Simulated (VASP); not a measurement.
# CuB12 (Pm-3m) in VASP: a series of runs

One crystal, CuB12, is run at these levels: PBE; tasks: relaxation of cell and atoms, single point.

Everything below comes from runs of VASP 6.6.1. Logs are shortened: lines on timing, memory, paths and dates and some standing lists are left out, and cuts for length are marked.

## (1) The cell of the first run

Symmetry: Pm-3m, No. 221, cubic system. The conventional cell has a = 4.986 Å, b = 4.986 Å, c = 4.986 Å, α = 90.00°, β = 90.00°, γ = 90.00°. Cu (site symmetry m-3m) has 6 B at 1.75 Å as nearest neighbours. B (site symmetry 4mm) has 5 B at 1.95 to 2.23 Å as nearest neighbours. Around B (site symmetry 4mm) lie 1 B at 1.48 Å.

The cell was built by a generator and needn't be a form met in nature.

## (2) Relaxation of cell and atoms, PBE (random cell by space group and Wyckoff sites (Pm-3m, No. 221))

Contents of INCAR:

```
SYSTEM = CuB12
PREC = Accurate
ENCUT = 600
EDIFF = 1E-6
ISMEAR = 0
SIGMA = 0.1
LREAL = .False.
LASPH = .True.
NELM = 60
ALGO = Fast
ISIF = 3
LWAVE = .False.
LCHARG = .False.
GGA = PE
IBRION = 2
NSW = 100
EDIFFG = -0.01
```

Contents of KPOINTS:

```
regular mesh
0
Gamma
  8 8 8
  0 0 0
```

Contents of POSCAR:

```
CuB12
1.0
    4.9863190211      0.0000000000      0.0000000000
    0.0000000000      4.9863190211      0.0000000000
    0.0000000000      0.0000000000      4.9863190211
Cu B
1 12
Direct
    0.5000000000      0.5000000000      0.5000000000
    0.2759538743      0.0000000000      0.0000000000
    0.7240461257      0.0000000000      0.0000000000
    0.0000000000      0.2759538743      0.0000000000
    0.0000000000      0.7240461257      0.0000000000
    0.0000000000      0.0000000000      0.2759538743
    0.0000000000      0.0000000000      0.7240461257
    0.1486742283      0.5000000000      0.5000000000
    0.8513257717      0.5000000000      0.5000000000
    0.5000000000      0.1486742283      0.5000000000
    0.5000000000      0.8513257717      0.5000000000
    0.5000000000      0.5000000000      0.1486742283
    0.5000000000      0.5000000000      0.8513257717
```

Potentials or basis: VASP PAW PBE potentials, release 64 (Cu, B).

Command:

```sh
> cat potpaw_PBE.64/Cu/POTCAR potpaw_PBE.64/B/POTCAR > POTCAR
> mpirun -np 1 vasp_std > vasp.out
```

OUTCAR:

```text
SYSTEM = CuB12
   PREC = Accurate
   ENCUT = 600
   EDIFF = 1E-6
   ISMEAR = 0
   LREAL = .False.
   LASPH = .True.
   NELM = 60
   ISIF = 3
   GGA = PE
   IBRION = 2
   NSW = 100
   EDIFFG = -0.01

 ion  position               nearest neighbor table
   1  0.500  0.500  0.500-   8 1.75   9 1.75  10 1.75  11 1.75  12 1.75  13 1.75
   2  0.276  0.000  0.000-   4 1.95   5 1.95   6 1.95   7 1.95
   3  0.724  0.000  0.000-   4 1.95   5 1.95   6 1.95   7 1.95
   4  0.000  0.276  0.000-   2 1.95   3 1.95   6 1.95   7 1.95
   5  0.000  0.724  0.000-   2 1.95   3 1.95   6 1.95   7 1.95
   6  0.000  0.000  0.276-   2 1.95   3 1.95   4 1.95   5 1.95
   7  0.000  0.000  0.724-   2 1.95   3 1.95   4 1.95   5 1.95
   8  0.149  0.500  0.500-   9 1.48   1 1.75
   9  0.851  0.500  0.500-   8 1.48   1 1.75
  10  0.500  0.149  0.500-  11 1.48   1 1.75
  11  0.500  0.851  0.500-  10 1.48   1 1.75
  12  0.500  0.500  0.149-  13 1.48   1 1.75
  13  0.500  0.500  0.851-  12 1.48   1 1.75

  LATTYP: Found a simple cubic cell.
 ALAT       =     4.9863190211

  Lattice vectors:

 A1 = (   4.9863190211,   0.0000000000,   0.0000000000)
 A2 = (   0.0000000000,   4.9863190211,   0.0000000000)
 A3 = (   0.0000000000,   0.0000000000,   4.9863190211)

Analysis of symmetry for initial positions (statically):
=====================================================================
 Subroutine PRICEL returns:
 Original cell was already a primitive cell.

 Routine SETGRP: Setting up the symmetry group for a
 simple cubic supercell.

 Subroutine GETGRP returns: Found 48 space group operations
 (whereof 48 operations were pure point group operations)
 out of a pool of 48 trial point group operations.

The static configuration has the point symmetry O_h .

Analysis of symmetry for dynamics (positions and initial velocities):
=====================================================================
 Subroutine PRICEL returns:
 Original cell was already a primitive cell.

 Routine SETGRP: Setting up the symmetry group for a
 simple cubic supercell.

 Subroutine GETGRP returns: Found 48 space group operations
 (whereof 48 operations were pure point group operations)
 out of a pool of 48 trial point group operations.

The dynamic configuration has the point symmetry O_h .

 Subroutine INISYM returns: Found 48 space group operations
 (whereof 48 operations are pure point group operations),
 and found     1 'primitive' translations

----------------------------------------------------------------------------------------

                                     Primitive cell

  volume of cell :     123.9767

  direct lattice vectors                    reciprocal lattice vectors
     4.986319021  0.000000000  0.000000000     0.200548741  0.000000000  0.000000000
     0.000000000  4.986319021  0.000000000     0.000000000  0.200548741  0.000000000
     0.000000000  0.000000000  4.986319021     0.000000000  0.000000000  0.200548741

  length of vectors
     4.986319021  4.986319021  4.986319021     0.200548741  0.200548741  0.200548741

  position of ions in fractional coordinates (direct lattice)
     0.500000000  0.500000000  0.500000000
     0.275953874  0.000000000  0.000000000
     0.724046126  0.000000000  0.000000000
     0.000000000  0.275953874  0.000000000
     0.000000000  0.724046126  0.000000000
     0.000000000  0.000000000  0.275953874
     0.000000000  0.000000000  0.724046126
     0.148674228  0.500000000  0.500000000
     0.851325772  0.500000000  0.500000000
     0.500000000  0.148674228  0.500000000
     0.500000000  0.851325772  0.500000000
     0.500000000  0.500000000  0.148674228
     0.500000000  0.500000000  0.851325772

  ion indices of the primitive-cell ions
   primitive index   ion index
                 1           1
                 2           2
                 3           3
                 4           4
                 5           5
                 6           6
                 7           7
                 8           8
                 9           9
                10          10
                11          11
                12          12
[... 21 lines left out ...]
     0.000000000  0.000000000  0.000000000

 Subroutine IBZKPT returns following result:
 ===========================================

 Found     35 irreducible k-points:

 Following reciprocal coordinates:
            Coordinates               Weight
  0.000000  0.000000  0.000000      1.000000
  0.125000  0.000000  0.000000      6.000000
  0.250000  0.000000  0.000000      6.000000
  0.375000  0.000000  0.000000      6.000000
  0.500000  0.000000  0.000000      3.000000
  0.125000  0.125000  0.000000     12.000000
[... 16 lines left out ...]
  0.375000  0.375000  0.125000     24.000000
  0.500000  0.375000  0.125000     24.000000
 [... further k-points ...]
   k-points           NKPTS =     35   k-points in BZ     NKDIM =     35   number of bands    NBANDS=     30
[... 17 lines left out ...]
   EDIFF  = 0.1E-05   stopping-criterion for ELM
   LREAL  =      F    real-space projection
   EDIFFG = -.1E-01   stopping-criterion for IOM
   NSW    =    100    number of steps for IOM
   IBRION =      2    ionic relax: 0-MD 1-quasi-New 2-CG
   NFREE  =      1    steps in history (QN), initial steepest desc. (CG)
   ISIF   =      3    stress and relaxation
   ISYM   =      2    0-nonsym 1-usesym 2-fastsym
   POTIM  = 0.5000    time-step for ionic-motion
   TEBEG  =    0.0;   TEEND  =   0.0 temperature during run
   PSTRESS=    0.0 pullay stress
   NELECT =      47.0000    total number of electrons
   NUPDOWN=      -1.0000    fix difference up-down
   EMIN   =  10.00;   EMAX   =-10.00  energy-range for DOS
   EFERMI =   0.00;   METHOD = LEGACY
   ISMEAR =     0;   SIGMA  =   0.10  broadening in eV -4-tet -1-fermi 0-gaus
   EFERMI_NEDOS =   21; number of points for ismear=-14 and -15
   IALGO  =     68    algorithm
   IMIX   =      4    mixing-type and parameters
     AMIX     =   0.40;   BMIX     =  1.00
     AMIX_MAG =   1.60;   BMIX_MAG =  1.00
  volume/ion in A,a.u.               =       9.54        64.36
  Fermi-wavevector in a.u.,A,eV,Ry     =   1.184843  2.239028 19.100571  1.403852
  Thomas-Fermi vector in A             =   2.321049
   LORBIT       =      0    0 simple, 1 ext, 2 COOP (PROOUT), +10 PAW based schemes
   GGA     = PE    functional components
   LHFCALC =     F    Hartree Fock is set to
   AEXX    =    0.0000 exact exchange contribution
   IVDW    =     0    specifies the selected vdW correction
   LEPSILON=     F    determine dielectric tensor
   LRPA    =     F    only Hartree local field effects (RPA)
 conjugate gradient relaxation of ions
 non-spin polarized calculation
 RMM-DIIS sequential band-by-band and
 Gauss-broadening in eV      SIGMA  =   0.10
  energy-cutoff  :      600.00
  volume of cell :      123.98
 maximum number of plane-waves:      4224
 NGX is ok and might be reduce to    40
   NGX = 19   NGY = 19   NGZ = 19

--------------------------------------- Ionic step        1  -------------------------------------------

 number of electron      47.0000016 magnetization

 Free energy of the ion-electron system (eV)
  ---------------------------------------------------
  ext. energy  EPLUGINS =         0.00000000
  ---------------------------------------------------
  free energy    TOTEN  =       -62.88114557 eV

  energy without entropy =      -62.86391606  energy(sigma->0) =      -62.87253082

------------------------ aborting loop because EDIFF is reached ----------------------------------------

  FORCE on cell =-STRESS in cart. coord.  units (eV):
  Direction    XX          YY          ZZ          XY          YZ          ZX
  --------------------------------------------------------------------------------------
  -------------------------------------------------------------------------------------
  Total       -0.0863367     -0.0863367     -0.0863367     -0.0000000     -0.0000000      0.0000000
  in kB       -1.1157470     -1.1157470     -1.1157470     -0.0000000     -0.0000000      0.0000000
  external PRESSURE =      -1.1157470 kB  Pullay stress =       0.0000000 kB
[... 122 lines left out ...]
  FREE ENERGIE OF THE ION-ELECTRON SYSTEM (eV)
  ---------------------------------------------------
  free  energy   TOTEN  =       -62.9108175826 eV

  energy  without entropy=      -62.8981885805  energy(sigma->0) =      -62.90450308

[... ionic steps 4 to 11 ...]

--------------------------------------- Ionic step       12  -------------------------------------------

 number of electron      47.0000010 magnetization

------------------------ aborting loop because EDIFF is reached ----------------------------------------
[... 89 lines left out ...]
--------------------------------------- Ionic step       14  -------------------------------------------

 number of electron      47.0000010 magnetization

 Free energy of the ion-electron system (eV)
  ---------------------------------------------------
  ext. energy  EPLUGINS =         0.00000000
  ---------------------------------------------------
  free energy    TOTEN  =       -62.92405045 eV

  energy without entropy =      -62.91085450  energy(sigma->0) =      -62.91745247

 E-fermi :   4.9419     XC(G=0): -10.8656

 val. band max:        4.9419105102   @ k =   0.5000   0.5000   0.5000
 cond. band min:       4.9854127783   @ k =   0.5000   0.3750   0.1250
 fundamental gap:      0.0435022681
 Fermi energy:         4.9419421416

 k-point     1 :       0.0000    0.0000    0.0000
  band No.  band energies     occupation
      1      -9.2731      2.00000
      2      -6.7117      2.00000
      3      -4.6039      2.00000
      4      -4.6039      2.00000
      5      -3.1960      2.00000
      6      -3.1960      2.00000
[... 781 lines left out ...]
     29       6.6126      0.00000
     30       7.6502      0.00000

 [... further k-points ...]

------------------------ aborting loop because EDIFF is reached ----------------------------------------

  FORCE on cell =-STRESS in cart. coord.  units (eV):
  Direction    XX          YY          ZZ          XY          YZ          ZX
  --------------------------------------------------------------------------------------
  -------------------------------------------------------------------------------------
  Total       -0.0212419     -0.0212419     -0.0212419     -0.0000000     -0.0000000      0.0000000
  in kB       -0.2704063     -0.2704063     -0.2704063     -0.0000000     -0.0000000      0.0000000
  external PRESSURE =      -0.2704063 kB  Pullay stress =       0.0000000 kB
[... 28 lines left out ...]
  FREE ENERGIE OF THE ION-ELECTRON SYSTEM (eV)
  ---------------------------------------------------
  free  energy   TOTEN  =       -62.9240504496 eV

  energy  without entropy=      -62.9108544995  energy(sigma->0) =      -62.91745247

 reached required accuracy - stopping structural energy minimisation
```

Run time: 12 min. Hardware: 1 thread of Intel Xeon Platinum 8488C (Sapphire Rapids), shared host; peak memory 0.33 GiB.

Results:

| Item | Value |
| --- | --- |
| Free energy | -62.9241 eV |
| Relaxed volume | 9.68 Å³/atom |
| Relaxed cell | a = 5.011 Å, b = 5.011 Å, c = 5.011 Å, α = 90.00°, β = 90.00°, γ = 90.00° |
| Space group after relaxing (to 0.05 Å) | Pm-3m (No. 221) |
| Energy gained by relaxing | 3.3 meV/atom |
| Ionic steps | 14 |
| Pressure after relaxing | 0.0 GPa |
| Band gap on the k mesh | none (metal or under the smearing width) |

Step by step:
| step | energy change (eV) | largest force (eV/Å) | pressure (GPa) | volume (Å³) |
| --- | --- | --- | --- | --- |
| 1 | 0.0000 | 0.2774 | -0.11 | 123.98 |
| 2 | -0.0187 | 0.1868 | 0.55 | 123.86 |
| 3 | -0.0297 | 0.0287 | 1.77 | 123.70 |
| 4 | -0.0404 | 0.0185 | 0.70 | 124.93 |
| 5 | -0.0428 | 0.0276 | -0.15 | 125.98 |
| 6 | -0.0428 | 0.0260 | -0.07 | 125.91 |
| 7 | -0.0427 | 0.0777 | -0.09 | 125.92 |
| 8 | -0.0429 | 0.0127 | -0.10 | 125.92 |
| 9 | -0.0429 | 0.0105 | 0.08 | 125.85 |
| 10 | -0.0429 | 0.0109 | 0.00 | 125.86 |
| 11 | -0.0429 | 0.0109 | 0.06 | 125.86 |
| 12 | -0.0429 | 0.0108 | -0.01 | 125.86 |
| 13 | -0.0429 | 0.0265 | 0.04 | 125.86 |
| 14 | -0.0429 | 0.0017 | -0.03 | 125.86 |

Final structure:
```yaml
crystal:
  lattice:
    - [5.01144, 0.00000, 0.00000]
    - [0.00000, 5.01144, 0.00000]
    - [0.00000, 0.00000, 5.01144]
  atoms:
    - { symbol: Cu, position: [0.50000, 0.50000, 0.50000] }
    - { symbol: B, position: [0.26605, 0.00000, 0.00000] }
    - { symbol: B, position: [0.73395, 0.00000, 0.00000] }
    - { symbol: B, position: [0.00000, 0.26605, 0.00000] }
    - { symbol: B, position: [0.00000, 0.73395, 0.00000] }
    - { symbol: B, position: [0.00000, 0.00000, 0.26605] }
    - { symbol: B, position: [0.00000, 0.00000, 0.73395] }
    - { symbol: B, position: [0.14867, 0.50000, 0.50000] }
    - { symbol: B, position: [0.85133, 0.50000, 0.50000] }
    - { symbol: B, position: [0.50000, 0.14867, 0.50000] }
    - { symbol: B, position: [0.50000, 0.85133, 0.50000] }
    - { symbol: B, position: [0.50000, 0.50000, 0.14867] }
    - { symbol: B, position: [0.50000, 0.50000, 0.85133] }
```

## (3) Single point, PBE (random cell by space group and Wyckoff sites (Pm-3m, No. 221))

Contents of INCAR:

```
SYSTEM = CuB12
ALGO = Normal
EDIFF = 1E-7
ENCUT = 520
GGA = PE
ISIF = 2
ISMEAR = 0
LASPH = .True.
LCHARG = .True.
LELF = .True.
LREAL = .False.
LVHAR = .True.
LWAVE = .False.
NBANDS = 36
NELM = 80
PREC = Accurate
SIGMA = 0.1
```

Contents of KPOINTS:

```
k-points
0
Gamma
  4 4 4
  0 0 0
```

Contents of POSCAR:

```
CuB12
1.0
    4.5109086700      0.0000000000      0.0000000000
    0.0000000000      4.5109086700      0.0000000000
    0.0000000000      0.0000000000      4.5109086700
Cu B
1 12
Direct
    0.5000000000      0.5000000000      0.5000000000
    0.3471290600      0.0000000000      0.0000000000
    0.6528709400      0.0000000000      0.0000000000
    0.0000000000      0.3471290600      0.0000000000
    0.0000000000      0.6528709400      0.0000000000
    0.0000000000      0.0000000000      0.3471290600
    0.0000000000      0.0000000000      0.6528709400
    0.1585141600      0.5000000000      0.5000000000
    0.8414858400      0.5000000000      0.5000000000
    0.5000000000      0.1585141600      0.5000000000
    0.5000000000      0.8414858400      0.5000000000
    0.5000000000      0.5000000000      0.1585141600
    0.5000000000      0.5000000000      0.8414858400
```

Potentials or basis: VASP PAW PBE potentials, release 64 (Cu, B).

Command:

```sh
> cat potpaw_PBE.64/Cu/POTCAR potpaw_PBE.64/B/POTCAR > POTCAR
> mpirun -np 1 vasp_std > vasp.out
```

Wall time 35 s (1 thread of Intel Xeon Platinum 8488C (Sapphire Rapids), shared host); peak memory 0.2 GiB.

Results (log left out):

| Item | Value |
| --- | --- |
| Free energy | -48.8180 eV |
| Pressure | 105.7 GPa |
| Largest force | 12.531 eV/Å |
| Band gap on the k mesh | none (metal or under the smearing width) |

Forces in eV/Å, atoms in the order of the input:
```
Cu    0.000   0.000   0.000
B   -12.531   0.000   0.000
B    12.531   0.000   0.000
B     0.000 -12.531   0.000
B     0.000  12.531   0.000
B     0.000   0.000 -12.531
B     0.000   0.000  12.531
B    -7.677   0.000   0.000
B     7.677   0.000   0.000
B     0.000  -7.677   0.000
B     0.000   7.677   0.000
B     0.000   0.000  -7.677
B     0.000   0.000   7.677
```

Levels at points of the mesh, in eV from the Fermi level:
```csv
k point,band 21,band 22,band 23,band 24,band 25,band 26
"(0.00, 0.00, 0.00)",-4.09,-4.09,-1.02,-1.02,-1.02,1.93
"(0.50, 0.00, 0.00)",-2.94,-1.60,-1.60,0.14,0.42,0.45
"(0.50, 0.50, 0.00)",-2.47,-0.62,-0.24,0.02,0.28,0.39
"(0.50, 0.50, 0.50)",-0.33,-0.33,0.04,0.04,0.04,0.21
```

Caveat: a pressure of tens of GPa on the cell as given is suspect, and the run, the potentials or the cell itself is likely at fault; forces of over 1 eV/Å show positions far from the minimum, so gaps and moduli don't describe the material at rest.

## (4) Single point, PBE (random cell by space group and Wyckoff sites (Pm-3m, No. 221))

Contents of INCAR:

```
SYSTEM = CuB12
ALGO     = Normal         ! electronic algorithm
EDIFF    = 1E-6           ! SCF threshold, eV
ENCUT    = 520            ! plane-wave cutoff, eV
GGA      = PE             ! functional
ISIF     = 2              ! what is computed and relaxed
ISMEAR   = 0              ! smearing method
LASPH    = .True.         ! aspherical terms in the spheres
LCHARG   = .False.        ! write CHGCAR
LREAL    = .False.        ! projectors in reciprocal space
LWAVE    = .False.        ! write WAVECAR
NBANDS   = 36             ! bands
NELM     = 100            ! most SCF steps
PREC     = Accurate       ! precision mode
SIGMA    = 0.1            ! smearing width, eV
```

KPOINTS is that of step 3.

Contents of POSCAR:

```
CuB12
1.0
    4.9863190211      0.0000000000      0.0000000000
    0.0000000000      4.9863190211      0.0000000000
    0.0000000000      0.0000000000      4.9863190211
Cu B
1 12
Direct
    0.5000000000      0.5000000000      0.5000000000
    0.2759538743      0.0000000000      0.0000000000
    0.7240461257      0.0000000000      0.0000000000
    0.0000000000      0.2759538743      0.0000000000
    0.0000000000      0.7240461257      0.0000000000
    0.0000000000      0.0000000000      0.2759538743
    0.0000000000      0.0000000000      0.7240461257
    0.1486742283      0.5000000000      0.5000000000
    0.8513257717      0.5000000000      0.5000000000
    0.5000000000      0.1486742283      0.5000000000
    0.5000000000      0.8513257717      0.5000000000
    0.5000000000      0.5000000000      0.1486742283
    0.5000000000      0.5000000000      0.8513257717
```

Command:

```sh
> cat potpaw_PBE.64/Cu/POTCAR potpaw_PBE.64/B/POTCAR > POTCAR
> mpirun -np 1 vasp_std > vasp.out
```

It took 46 s on 1 thread of Intel Xeon Platinum 8488C (Sapphire Rapids), shared host; peak memory 0.23 GiB.

The run converged. Its results:

| Property | Result |
| --- | --- |
| Free energy | -62.9009 eV |
| Pressure | 0.1 GPa |
| Largest force | 0.052 eV/Å |
| Band gap on the k mesh | none (metal or under the smearing width) |

Forces on the atoms (eV/Å):
```
Cu   0.000  0.000  0.000
B   -0.002  0.000  0.000
B    0.002  0.000  0.000
B    0.000 -0.002  0.000
B    0.000  0.002  0.000
B    0.000  0.000 -0.002
B    0.000  0.000  0.002
B    0.052  0.000  0.000
B   -0.052  0.000  0.000
B    0.000  0.052  0.000
B    0.000 -0.052  0.000
B    0.000  0.000  0.052
B    0.000  0.000 -0.052
```

Levels at points of the mesh, in eV from the Fermi level:
| k point | band 20 | band 21 | band 22 | band 23 | band 24 | band 25 | band 26 | band 27 |
| --- | --- | --- | --- | --- | --- | --- | --- | --- |
| (0.00, 0.00, 0.00) | -2.16 | -2.16 | -2.16 | -2.03 | -2.03 | -2.03 | 1.12 | 1.12 |
| (0.50, 0.00, 0.00) | -2.66 | -2.07 | -1.86 | -1.55 | -1.55 | 0.83 | 1.26 | 1.46 |
| (0.50, 0.50, 0.00) | -2.36 | -2.36 | -1.65 | 0.15 | 0.21 | 1.22 | 1.22 | 1.55 |
| (0.50, 0.50, 0.50) | -1.47 | -1.47 | -1.47 | 0.47 | 0.47 | 0.47 | 0.69 | 0.69 |
